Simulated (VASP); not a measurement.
A convergence study with VASP on Sr (fcc): a few settings are varied, all else stays as given below, so the limit is that of these other settings. The cell's lengths are 1 % over those of the tabulated start, so it is off equilibrium.

```xyz
1
Lattice="0.0000 3.0704 3.0704 3.0704 0.0000 3.0704 3.0704 3.0704 0.0000" Properties=species:S:1:pos:R:3 pbc="T T T"
Sr     0.0000     0.0000     0.0000
```

Level of theory: PBE GGA, VASP's PBE PAW potentials (set 64) (plane waves; VASP). The last row used: 550 eV cut-off, 9×9×9 Γ-centred mesh, first-order Methfessel-Paxton smearing of 0.10 eV, potentials Sr_sv.

```json
[
 {"setting": "ALGO = Normal, EDIFF = 1E-2", "E (eV/atom)": "-1.6264", "pressure (GPa)": "-1.39", "electronic steps": "6"},
 {"setting": "ALGO = Normal, EDIFF = 1E-3", "E (eV/atom)": "-1.6278", "pressure (GPa)": "-0.57", "electronic steps": "8"},
 {"setting": "ALGO = Normal, EDIFF = 1E-4", "E (eV/atom)": "-1.6278", "pressure (GPa)": "-0.58", "electronic steps": "9"},
 {"setting": "ALGO = Normal, EDIFF = 1E-5", "E (eV/atom)": "-1.6279", "pressure (GPa)": "-0.62", "electronic steps": "11"},
 {"setting": "ALGO = Normal, EDIFF = 1E-6", "E (eV/atom)": "-1.6279", "pressure (GPa)": "-0.62", "electronic steps": "11"},
 {"setting": "ALGO = Normal, EDIFF = 1E-7", "E (eV/atom)": "-1.6279", "pressure (GPa)": "-0.62", "electronic steps": "13"},
 {"setting": "ALGO = Normal, EDIFF = 1E-8", "E (eV/atom)": "-1.6279", "pressure (GPa)": "-0.62", "electronic steps": "14"},
 {"setting": "ALGO = Normal, EDIFF = 1E-9", "E (eV/atom)": "-1.6279", "pressure (GPa)": "-0.62", "electronic steps": "18"},
 {"setting": "ALGO = Fast, EDIFF = 1E-2", "E (eV/atom)": "-1.6264", "pressure (GPa)": "-1.37", "electronic steps": "6"},
 {"setting": "ALGO = Fast, EDIFF = 1E-3", "E (eV/atom)": "-1.6278", "pressure (GPa)": "-0.65", "electronic steps": "8"},
 {"setting": "ALGO = Fast, EDIFF = 1E-4", "E (eV/atom)": "-1.6278", "pressure (GPa)": "-0.61", "electronic steps": "9"},
 {"setting": "ALGO = Fast, EDIFF = 1E-5", "E (eV/atom)": "-1.6279", "pressure (GPa)": "-0.62", "electronic steps": "11"},
 {"setting": "ALGO = Fast, EDIFF = 1E-6", "E (eV/atom)": "-1.6279", "pressure (GPa)": "-0.61", "electronic steps": "12"},
 {"setting": "ALGO = Fast, EDIFF = 1E-7", "E (eV/atom)": "-1.6279", "pressure (GPa)": "-0.62", "electronic steps": "15"},
 {"setting": "ALGO = Fast, EDIFF = 1E-8", "E (eV/atom)": "-1.6279", "pressure (GPa)": "-0.62", "electronic steps": "17"},
 {"setting": "ALGO = Fast, EDIFF = 1E-9", "E (eV/atom)": "-1.6279", "pressure (GPa)": "-0.62", "electronic steps": "31"},
 {"setting": "ALGO = All, EDIFF = 1E-2", "E (eV/atom)": "-1.6237", "pressure (GPa)": "-0.10", "electronic steps": "6"},
 {"setting": "ALGO = All, EDIFF = 1E-3", "E (eV/atom)": "-1.6277", "pressure (GPa)": "-0.84", "electronic steps": "8"},
 {"setting": "ALGO = All, EDIFF = 1E-4", "E (eV/atom)": "-1.6278", "pressure (GPa)": "-0.62", "electronic steps": "9"},
 {"setting": "ALGO = All, EDIFF = 1E-5", "E (eV/atom)": "-1.6278", "pressure (GPa)": "-0.62", "electronic steps": "12"},
 {"setting": "ALGO = All, EDIFF = 1E-6", "E (eV/atom)": "-1.6279", "pressure (GPa)": "-0.61", "electronic steps": "15"},
 {"setting": "ALGO = All, EDIFF = 1E-7", "E (eV/atom)": "-1.6279", "pressure (GPa)": "-0.62", "electronic steps": "18"},
 {"setting": "ALGO = All, EDIFF = 1E-8", "E (eV/atom)": "-1.6279", "pressure (GPa)": "-0.62", "electronic steps": "20"},
 {"setting": "ALGO = All, EDIFF = 1E-9", "E (eV/atom)": "-1.6279", "pressure (GPa)": "-0.62", "electronic steps": "27"}
]
```

Left out are rungs that failed or repeat a setting and relaxations that didn't move; long series are thinned to 24 rows.

The compound is Sr in the fcc structure. The cell was not relaxed at this level.
